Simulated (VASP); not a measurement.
MoS2, 6 atoms in the cell. The structure is hexagonal, space group P6_3/mmc (No. 194). Conventional cell: a = 3.075 Å, b = 3.075 Å, c = 11.298 Å, α = 90.00°, β = 90.00°, γ = 120.00°. Mo (site symmetry -6m2) has 6 S at 2.37 Å as nearest neighbours. S (site symmetry 3m) has 3 Mo at 2.37 Å as nearest neighbours. 

- Program: VASP 6.6.1
- Task: relaxation of cell and atoms
- Functional: PBE
- Dispersion: D3(BJ)
- Potentials or basis: VASP PAW PBE potentials, release 64 (Mo_sv, S)
- Cutoff: 600 eV
- k mesh: 12 × 12 × 3
- Occupations: gaussian, width 0.03 eV
- Spin: no spin polarisation
- Target pressure: 9.6 GPa
- Further INCAR settings: ALGO = Normal; EDIFF = 1e-07; IBRION = 2; EDIFFG = -0.005; NSW = 90; ISIF = 3
- Target pressure: 9.6 GPa

Potentials or basis: VASP PAW PBE potentials, release 64 (Mo_sv, S).

The run is started by

```bash
$ cat potpaw_PBE.64/Mo_sv/POTCAR potpaw_PBE.64/S/POTCAR > POTCAR
$ mpirun -np 2 vasp_std > vasp.out
```

Hardware: 2 MPI ranks on Intel(R) Xeon(R) 6975P-C (Granite Rapids) (shared host).

How long does it take, and how much memory?

It took 73 s on 2 MPI ranks on Intel(R) Xeon(R) 6975P-C (Granite Rapids) (shared host), peak memory 0.31 GiB a rank. Counts: scf iterations 23, k points 38, ion steps 2.
